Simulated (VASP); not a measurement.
Consider the following.

```
AlPt3
1.0
    0.00000     1.98655     1.98655
    1.98655     0.00000     1.98655
    7.61097     7.61097     0.33524
Pt Al
3 1
Direct
  0.03169   0.03169   0.97623
  0.00000   0.00000   0.25000
  0.96831   0.96831   0.52377
  0.00000   0.00000   0.75000
```

Calculation: PBEsol GGA, VASP's PBE PAW potentials (set 64) (plane waves; VASP). Run with 400 eV cut-off, Gaussian smearing of 0.050 eV, potentials Pt Al.

**Question.** Give the energies of bands 6 to 19 at the high-symmetry points, in eV from the Fermi level.

**Answer.** 
```json
[
 {"band": "6", "Γ": "-3.87", "T": "-3.78", "H2": "-4.84", "L": "-4.47", "S0": "-4.79", "F": "-4.98"},
 {"band": "7", "Γ": "-3.78", "T": "-3.78", "H2": "-4.63", "L": "-4.12", "S0": "-4.63", "F": "-4.48"},
 {"band": "8", "Γ": "-3.78", "T": "-3.65", "H2": "-4.49", "L": "-4.02", "S0": "-4.46", "F": "-3.31"},
 {"band": "9", "Γ": "-3.66", "T": "-3.65", "H2": "-4.39", "L": "-3.40", "S0": "-4.43", "F": "-3.30"},
 {"band": "10", "Γ": "-3.66", "T": "-3.34", "H2": "-3.99", "L": "-2.60", "S0": "-3.99", "F": "-2.79"},
 {"band": "11", "Γ": "-3.35", "T": "-3.34", "H2": "-2.55", "L": "-2.34", "S0": "-2.52", "F": "-2.04"},
 {"band": "12", "Γ": "-3.35", "T": "-3.03", "H2": "-2.44", "L": "-1.47", "S0": "-2.48", "F": "-1.73"},
 {"band": "13", "Γ": "-1.92", "T": "-2.92", "H2": "-2.06", "L": "-1.03", "S0": "-2.05", "F": "-0.92"},
 {"band": "14", "Γ": "-1.92", "T": "-1.96", "H2": "-1.94", "L": "-0.19", "S0": "-1.95", "F": "-0.19"},
 {"band": "15", "Γ": "-1.86", "T": "-1.96", "H2": "-0.64", "L": "-0.19", "S0": "-0.64", "F": "-0.19"},
 {"band": "16", "Γ": "-1.86", "T": "-1.84", "H2": "0.90", "L": "0.26", "S0": "0.92", "F": "0.26"},
 {"band": "17", "Γ": "-1.08", "T": "-1.84", "H2": "1.01", "L": "0.87", "S0": "0.99", "F": "0.52"},
 {"band": "18", "Γ": "-0.69", "T": "-0.67", "H2": "2.81", "L": "1.10", "S0": "2.80", "F": "1.10"},
 {"band": "19", "Γ": "-0.69", "T": "-0.67", "H2": "3.77", "L": "2.00", "S0": "3.96", "F": "2.37"}
]
```

It has no gap at this level: it comes out as a metal or semimetal.

The structure was generated: AlPt3 was put into an ordered model structure (R-3m), which need not be its known phase. It was relaxed first. The electron count is odd and the run is not spin-polarised, which forces a metal.
